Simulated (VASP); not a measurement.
A VASP calculation is set up with these files.

**POSCAR**
```
K
1.0
 -2.5207137189   2.5207137189   2.5207137189
  2.5207137189  -2.5207137189   2.5207137189
  2.5207137189   2.5207137189  -2.5207137189
K
1
direct
  0.0000000000   0.0000000000   0.0000000000
```

**INCAR**
```
ALGO = Normal
EDIFF = 1E-6
EDIFFG = -0.02
ENCUT = 500
IBRION = 2
ISIF = 3
ISMEAR = 1
LASPH = T
LCHARG = F
LREAL = F
LWAVE = F
NELM = 100
NSW = 40
PREC = Accurate
PSTRESS = 50
SIGMA = 0.1
SYSTEM = K
```

**KPOINTS**
```
Automatic mesh
0
Gamma
  10 10 10
```

POTCAR, in this order: K_sv (LDA.64 set). Program: vasp_std.

Task: Translate this LDA calculation to Ansatz.

Result: One equivalent input (not run):
Ansatz 0.2 input:
```yaml
crystal:
  lattice:
    - [-2.5207137, 2.5207137, 2.5207137]
    - [2.5207137, -2.5207137, 2.5207137]
    - [2.5207137, 2.5207137, -2.5207137]
  atoms:
    - { symbol: K, position: [0.0000000, 0.0000000, 0.0000000] }
kpoints:
  mp_grid: { grid: [10, 10, 10] }
hamiltonian:
  xc: lda
  pseudopotentials: { kind: paw }
scf:
  occupations: { method: methfessel_paxton, width: 0.1 }
  max_iter: 100
relax:
  max_steps: 40
  f_tol: 0.02
  cell: { p_target: 5 }
output: { forces: true, stress: true, eigenvalues: true }
```
What does not carry over: each code has its own PAW files, so the cut-off isn't converted (ENCUT is set for VASP's; basis.ecutwfc is left out, and Ansatz then takes the one that its files recommend); Ansatz stops its SCF on the density residual and VASP on the energy change (EDIFF); Ansatz's lda is the Perdew-Wang form, while the LDA potentials of VASP carry Perdew-Zunger's.

The compound is K in the bcc structure. This run relaxes it under an external pressure of 5 GPa. Symmetry was kept, so distortions that lower it aren't found.
